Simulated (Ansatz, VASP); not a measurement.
**HfC in two plane-wave programs**

Aim: how closely do two programs agree when they are given the same cell, functional and k mesh? The cell is taken from a series of runs on this material, whose earlier steps may have relaxed, scaled, displaced or heated it; both programs get it as it stands.

Main program and level: Ansatz 0.2.0; plane waves, with VASP 6.6.1 beside it; zone-centre phonons at LDA.

### 1. Starting point

Symmetry: Immm, No. 71, orthorhombic system. Conventional cell: a = 3.201 Å, b = 3.363 Å, c = 4.548 Å, α = 90.00°, β = 90.00°, γ = 90.00°. Nearest to C lie 6 Hf at 2.27 to 2.32 Å. Hf has 6 C at 2.27 to 2.32 Å nearest. Farther neighbours are not listed.

Structure file:

```
C Hf
1.0
     0.05736    2.32047    2.27396
     2.32047    0.05736    2.27396
     2.37783    2.37783    0.00000
C Hf
1 1
Direct
  0.00000 0.00000 0.00000
  0.50000 0.50000 0.50000
```

### 2. VASP: zone-centre phonons, LDA

Second derivatives magnify differences that forces hide, and they need a tight electronic threshold.

Lines of VASP's logs that name or quote its potential files are left out, and so is its time.

Input file INCAR:

```
SYSTEM = HfC
PREC = Accurate
ENCUT = 600
EDIFF = 1E-08
NELM = 120
ISMEAR = 1
SIGMA = 0.2
LREAL = .FALSE.
ALGO = Normal
GGA = CA
NBANDS = 13
LASPH = .TRUE.
LORBIT = 11
LWAVE = .FALSE.
LCHARG = .FALSE.
ISIF = 2
IBRION = 8
GGA_COMPAT = .FALSE.
KPAR = 2
```

Input file POSCAR:

```
HfC
1.0
    0.0573622733      2.3204652286      2.2739575253
    2.3204652286      0.0573622733      2.2739575253
    2.3778275019      2.3778275019      0.0000000000
C Hf
1 1
Direct
    0.0000000000      0.0000000000      0.0000000000
    0.5000000000      0.5000000000      0.5000000000
```

Input file KPOINTS:

```
Automatic mesh
0
Gamma
16 16 16
0 0 0
```

PAW data sets: C and Hf_pv (LDA family, release 64).

On the command line:

```bash
mpirun -np 2 vasp_std
```

Numbers of over 12 decimals in the logs are rounded to 6 here.

What it wrote:

```text
[banner, memory and clock lines left out]
running    2 mpi-ranks, on    1 nodes
 distrk:  each k-point on    1 cores,    2 groups
 distr:  one band on    1 cores,    1 groups

 POSCAR found type information on POSCAR C Hf
 POSCAR found :  2 types and       2 ions
 LDA part: xc-table for (Slater(with rela. corr.)+CA(PZ))
 , standard interpolation
 POSCAR, INCAR and KPOINTS ok, starting setup
 FFT: planning ... GRIDC
 FFT: planning ... GRID_SOFT
 FFT: planning ... GRID
 WAVECAR not read
 entering main loop
       N       E                     dE             d eps       ncg     rms          rms(c)
DAV:   1     0.234210883715E+02    0.23421E+02   -0.85604E+03 16154   0.118E+03
DAV:   2    -0.242969342644E+02   -0.47718E+02   -0.44821E+02 20431   0.220E+02
DAV:   3    -0.259928386676E+02   -0.16959E+01   -0.16861E+01 20340   0.296E+01
DAV:   4    -0.260027558477E+02   -0.99172E-02   -0.99100E-02 17998   0.269E+00
DAV:   5    -0.260028268744E+02   -0.71027E-04   -0.71025E-04 20540   0.208E-01    0.608E+01
DAV:   6    -0.229506320449E+02    0.30522E+01   -0.14117E+01 18676   0.197E+01    0.433E+01
DAV:   7    -0.228697046375E+02    0.80927E-01   -0.65436E-01 18659   0.559E+00    0.252E+01
DAV:   8    -0.228531253923E+02    0.16579E-01   -0.70582E-02 19771   0.206E+00    0.595E+00
DAV:   9    -0.228466842719E+02    0.64411E-02   -0.29309E-02 19241   0.919E-01    0.194E+00
DAV:  10    -0.228462007696E+02    0.48350E-03   -0.18681E-03 19567   0.314E-01    0.798E-02
DAV:  11    -0.228461997544E+02    0.10152E-05   -0.83910E-05 19466   0.816E-02    0.716E-02
DAV:  12    -0.228461995088E+02    0.24567E-06   -0.18889E-06 20269   0.116E-02    0.283E-02
DAV:  13    -0.228461992244E+02    0.28438E-06   -0.76651E-07 19501   0.468E-03    0.167E-03
DAV:  14    -0.228461992265E+02   -0.21116E-08   -0.27806E-08 18621   0.139E-03
   1 F= -.22846199E+02 E0= -.22846123E+02  d E =-.227490E-03
 Linear response reoptimize wavefunctions to high precision
DAV:   1    -0.228461992265E+02    0.15916E-11   -0.64562E-10 14128   0.230E-04
 Linear response DOF=           4
 Linear response progress:
  Degree of freedom:   1/  4
       N       E                     dE             d eps       ncg     rms          rms(c)
RMM:   1    -0.122156037755E+00   -0.12216E+00    0.23931E-02 63482   0.190E+00
RMM:   2    -0.118016071902E+00    0.41400E-02   -0.33054E-03 45793   0.354E-01    0.403E-01
RMM:   3    -0.118342280233E+00   -0.32621E-03   -0.67942E-04 41872   0.149E-01    0.207E-01
RMM:   4    -0.119263341499E+00   -0.92106E-03   -0.41946E-04 42757   0.112E-01    0.351E-02
RMM:   5    -0.119261471667E+00    0.18698E-05   -0.11147E-05 47596   0.243E-02    0.105E-02
RMM:   6    -0.119259794858E+00    0.16768E-05   -0.41150E-07 51340   0.422E-03    0.479E-03
RMM:   7    -0.119248724119E+00    0.11071E-04   -0.90484E-08 50215   0.202E-03    0.297E-03
RMM:   8    -0.119251943892E+00   -0.32198E-05   -0.12632E-08 52586   0.708E-04    0.316E-04
RMM:   9    -0.119251377131E+00    0.56676E-06   -0.24620E-09 55746   0.131E-04    0.245E-04
RMM:  10    -0.119251395484E+00   -0.18353E-07   -0.41554E-09 56528   0.321E-05    0.849E-05
RMM:  11    -0.119251404707E+00   -0.92228E-08   -0.30372E-09 54655   0.132E-05    0.238E-05
 first order change of Fermi-energy   0.18819E-03
 force on displaced ion       1 direction 1 :  -6.953  -0.605   0.000
 Linear response progress:
  Degree of freedom:   2/  4
       N       E                     dE             d eps       ncg     rms          rms(c)
RMM:   1    -0.124700873670E+00   -0.12470E+00    0.16423E-02 35270   0.196E+00
RMM:   2    -0.119047476308E+00    0.56534E-02   -0.40094E-03 25872   0.377E-01    0.505E-01
RMM:   3    -0.119376508569E+00   -0.32903E-03   -0.77455E-04 23679   0.159E-01    0.263E-01
RMM:   4    -0.120344300825E+00   -0.96779E-03   -0.44901E-04 23988   0.116E-01    0.406E-02
RMM:   5    -0.120333040387E+00    0.11260E-04   -0.12361E-05 26440   0.260E-02    0.120E-02
RMM:   6    -0.120333942350E+00   -0.90196E-06   -0.41064E-07 28464   0.430E-03    0.502E-03
RMM:   7    -0.120321236563E+00    0.12706E-04   -0.11339E-07 27561   0.229E-03    0.305E-03
RMM:   8    -0.120325548481E+00   -0.43119E-05   -0.15009E-08 29012   0.764E-04    0.341E-04
RMM:   9    -0.120324671198E+00    0.87728E-06   -0.31148E-09 30757   0.157E-04    0.232E-04
RMM:  10    -0.120324640573E+00    0.30626E-07   -0.12394E-08 30948   0.391E-05    0.382E-05
RMM:  11    -0.120324650067E+00   -0.94948E-08   -0.40744E-09 30292   0.145E-05    0.119E-05
 first order change of Fermi-energy   0.11461E-02
 force on displaced ion       1 direction 3 :   0.000   0.000  -9.703
 Linear response progress:
  Degree of freedom:   3/  4
       N       E                     dE             d eps       ncg     rms          rms(c)
RMM:   1    -0.213608130349E+00   -0.21361E+00    0.36612E+00 31532   0.117E+01
RMM:   2    -0.209746481733E+00    0.38616E-02   -0.30519E-02 44040   0.127E+00    0.524E-01
RMM:   3    -0.209120366043E+00    0.62612E-03   -0.96900E-04 55480   0.147E-01    0.199E-01
RMM:   4    -0.208687163391E+00    0.43320E-03   -0.74062E-05 59887   0.482E-02    0.133E-01
RMM:   5    -0.208275982914E+00    0.41118E-03   -0.30030E-05 60147   0.349E-02    0.132E-02
RMM:   6    -0.208268364662E+00    0.76183E-05   -0.34016E-06 60822   0.971E-03    0.500E-03
RMM:   7    -0.208280424355E+00   -0.12060E-04    0.14100E-07 63740   0.251E-03    0.577E-03
RMM:   8    -0.208281667351E+00   -0.12430E-05   -0.21092E-06 64425   0.572E-04    0.885E-04
RMM:   9    -0.208281862609E+00   -0.19526E-06   -0.18531E-06 66220   0.261E-04    0.726E-05
RMM:  10    -0.208282147749E+00   -0.28514E-06   -0.12009E-06 64377   0.983E-05    0.701E-05
RMM:  11    -0.208282162734E+00   -0.14984E-07   -0.56893E-07 68601   0.380E-05    0.848E-05
RMM:  12    -0.208282186718E+00   -0.23984E-07   -0.29358E-07 65017   0.205E-05    0.147E-05
RMM:  13    -0.208282183343E+00    0.33754E-08   -0.16873E-07 59782   0.140E-05    0.952E-06
RMM:  14    -0.208282186285E+00   -0.29418E-08   -0.93044E-08 52776   0.110E-05    0.109E-05
 first order change of Fermi-energy  -0.10919E-03
 force on displaced ion       2 direction 1 :  -6.958  -0.606   0.000
 Linear response progress:
  Degree of freedom:   4/  4
       N       E                     dE             d eps       ncg     rms          rms(c)
RMM:   1    -0.211630074351E+00   -0.21163E+00    0.38537E+00 18009   0.119E+01
RMM:   2    -0.207798815962E+00    0.38313E-02   -0.30851E-02 24955   0.128E+00    0.606E-01
RMM:   3    -0.207089471408E+00    0.70934E-03   -0.10081E-03 30898   0.154E-01    0.253E-01
RMM:   4    -0.206597292797E+00    0.49218E-03   -0.89250E-05 33436   0.546E-02    0.153E-01
RMM:   5    -0.206176880100E+00    0.42041E-03   -0.33824E-05 33529   0.378E-02    0.156E-02
RMM:   6    -0.206172089193E+00    0.47909E-05   -0.30065E-06 33369   0.112E-02    0.763E-03
RMM:   7    -0.206182181399E+00   -0.10092E-04   -0.17558E-06 36431   0.278E-03    0.770E-03
RMM:   8    -0.206183344846E+00   -0.11634E-05   -0.43493E-06 35716   0.665E-04    0.192E-03
RMM:   9    -0.206183865639E+00   -0.52079E-06   -0.33208E-06 37274   0.304E-04    0.174E-04
RMM:  10    -0.206184199493E+00   -0.33385E-06   -0.20132E-06 36206   0.110E-04    0.116E-04
RMM:  11    -0.206184255300E+00   -0.55807E-07   -0.95263E-07 38573   0.484E-05    0.105E-04
RMM:  12    -0.206184284422E+00   -0.29122E-07   -0.51567E-07 36795   0.272E-05    0.476E-05
RMM:  13    -0.206184298171E+00   -0.13749E-07   -0.26984E-07 35187   0.184E-05    0.145E-06
RMM:  14    -0.206184295483E+00    0.26880E-08   -0.15605E-07 28008   0.138E-05    0.149E-05
RMM:  15    -0.206184298346E+00   -0.28622E-08   -0.82285E-08 26363   0.116E-05    0.983E-06
 first order change of Fermi-energy  -0.71499E-03
 force on displaced ion       2 direction 3 :   0.000   0.000  -9.702
 Linear response finished
```

Parts of OUTCAR (step 2):

```text
ion  position               nearest neighbor table
   1  0.000  0.000  0.000-   2 2.27   2 2.27   2 2.32   2 2.32   2 2.32   2 2.32
   2  0.500  0.500  0.500-   1 2.27   1 2.27   1 2.32   1 2.32   1 2.32   1 2.32

  LATTYP: Found a body centered orthorhombic cell.
 ALAT       =     3.2005108924
 B/A-ratio  =     1.0506934721
 C/A-ratio  =     1.4209965857

 Subroutine GETGRP returns: Found  8 space group operations
 (whereof  8 operations were pure point group operations)

The static configuration has the point symmetry D_2h.

 Found    621 irreducible k-points:

   k-points           NKPTS =    621   k-points in BZ     NKDIM =    621   number of bands    NBANDS=     13

   dimension x,y,z NGX =    28 NGY =   28 NGZ =   28
   dimension x,y,z NGXF=    56 NGYF=   56 NGZF=   56

   ENCUT  =  600.0 eV  44.10 Ry    6.64 a.u.   6.49  6.49  6.72*2*pi/ulx,y,z

   NELECT =      14.0000    total number of electrons

 k-points in reciprocal lattice and weights: Automatic mesh
   0.00000000  0.00000000  0.00000000       0.000
   0.06250000  0.00000000  0.00000000       0.001
   0.12500000  0.00000000  0.00000000       0.001
   0.18750000  0.00000000  0.00000000       0.001
   0.25000000  0.00000000  0.00000000       0.001
   0.31250000 -0.00000000  0.00000000       0.001
   0.37500000  0.00000000  0.00000000       0.001
   0.43750000  0.00000000  0.00000000       0.001
   0.50000000  0.00000000  0.00000000       0.000
[...]
0.25000000  0.25000000  0.50000000       0.000
  -0.25000000  0.25000000  0.50000000       0.000

 average (electrostatic) potential at core
       1 -51.6923       2 -35.4217

  Total       -1.2545222     -1.2545222      0.0769101     -1.2968474      0.0000000      0.0000000
  in kB      -82.1281270    -82.1281270      5.0349682    -84.8989754      0.0000000      0.0000000
  external PRESSURE =     -53.0737619 kB  Pullay stress =       0.0000000 kB

  energy-cutoff  :      600.00
  volume of cell :       24.47
      direct lattice vectors                 reciprocal lattice vectors
     0.057362273  2.320465229  2.273957525    -0.220935596  0.220935596  0.219880976
     2.320465229  0.057362273  2.273957525     0.220935596 -0.220935596  0.219880976
     2.377827502  2.377827502  0.000000000     0.210275977  0.210275977 -0.219880976

 POSITION                                       TOTAL-FORCE (eV/Angst)
 -----------------------------------------------------------------------------------
      0.00000      0.00000      0.00000         0.000000      0.000000     -0.000000
      2.37783      2.37783      2.27396         0.000000     -0.000000      0.000000
 -----------------------------------------------------------------------------------
    total drift:                                0.000000      0.000000      0.000000

 Eigenvectors and eigenvalues of the dynamical matrix
 ----------------------------------------------------

   1 f  =   14.516494 THz    91.209819 2PiTHz  484.218106 cm-1    60.035367 meV
             X         Y         Z           dx          dy          dz
      0.000000  0.000000  0.000000    -0.000000   -0.000000    0.967965
      2.377828  2.377828  2.273958     0.000000    0.000000   -0.251086

   2 f  =   12.811871 THz    80.499357 2PiTHz  427.358003 cm-1    52.985616 meV
             X         Y         Z           dx          dy          dz
      0.000000  0.000000  0.000000     0.684436    0.684436    0.000000
      2.377828  2.377828  2.273958    -0.177617   -0.177617    0.000000

   3 f  =   11.741808 THz    73.775953 2PiTHz  391.664544 cm-1    48.560193 meV
             X         Y         Z           dx          dy          dz
      0.000000  0.000000  0.000000     0.684438   -0.684438   -0.000000
      2.377828  2.377828  2.273958    -0.177607    0.177607   -0.000000

   4 f/i=    0.000163 THz     0.001027 2PiTHz    0.005451 cm-1     0.000676 meV
             X         Y         Z           dx          dy          dz
      0.000000  0.000000  0.000000    -0.000000    0.000000    0.251086
      2.377828  2.377828  2.273958    -0.000000    0.000000    0.967965

   5 f/i=    0.000944 THz     0.005933 2PiTHz    0.031498 cm-1     0.003905 meV
             X         Y         Z           dx          dy          dz
      0.000000  0.000000  0.000000     0.177607   -0.177607    0.000000
      2.377828  2.377828  2.273958     0.684438   -0.684438    0.000000

   6 f/i=    0.001212 THz     0.007615 2PiTHz    0.040429 cm-1     0.005013 meV
             X         Y         Z           dx          dy          dz
      0.000000  0.000000  0.000000    -0.177617   -0.177617    0.000000
      2.377828  2.377828  2.273958    -0.684436   -0.684436    0.000000

 ELASTIC MODULI CONTR FROM IONIC RELAXATION (kBar)
 Direction    XX          YY          ZZ          XY          YZ          ZX
 --------------------------------------------------------------------------------
 XX           0.0000      0.0000      0.0000      0.0000      0.0000      0.0000
 YY           0.0000      0.0000      0.0000      0.0000      0.0000      0.0000
 ZZ           0.0000      0.0000      0.0000      0.0000      0.0000      0.0000
 XY           0.0000      0.0000      0.0000      0.0000      0.0000      0.0000
 YZ           0.0000      0.0000      0.0000      0.0000      0.0000      0.0000
 ZX           0.0000      0.0000      0.0000      0.0000      0.0000      0.0000
 --------------------------------------------------------------------------------
```

(Part 1 of 2 ends here.)

[Lines on the potential files, build, host, timing and source positions are cut from VASP's logs without a mark.]

[Logs are printed without paths, hosts, clocks, repeated set-up lines and the standing remarks that a program may print on its own settings, such as how far it seeks lower states.]

[Hosts, paths, dates, database ids (printed as entryN), source tags and the programs' standing remarks are cut or masked in the printed files.]
